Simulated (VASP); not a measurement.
Given:

```xyz
4
Lattice="0.0000 1.9589 1.9589 1.9589 0.0000 1.9589 7.6471 7.6471 0.1883" Properties=species:S:1:pos:R:3 pbc="T T T"
Cu     2.0448     2.0448     3.8318
Cu     1.8259     1.8259     0.1330
Au     3.7236     3.7236     0.1941
Au     7.7940     7.7940     3.9591
```

Method: PBEsol GGA, VASP's PBE PAW potentials (set 64) (plane waves; VASP). Settings: 400 eV cut-off, 15×15×4 Γ-centred mesh, tetrahedra with Blöchl corrections, potentials Cu Au.

Unless said otherwise, spin-orbit coupling is left out, though it shifts the bands of the heavy elements here.

Problem. Predict the energy per atom (σ→0), band gap (on the k-mesh) with the smallest direct gap where there is one.

Solution. 
| Property | Result |
|---|---|
| band gap (on the k-mesh) | none (metal, semimetal or under 0.01 eV) |
| energy per atom (σ→0) | -393.3 kJ/mol of atoms |

Only differences to runs with the same potentials and settings are physical.

The structure was generated: Au2Cu2 was put into an ordered model structure (R-3m), which need not be its known phase. It was relaxed first.
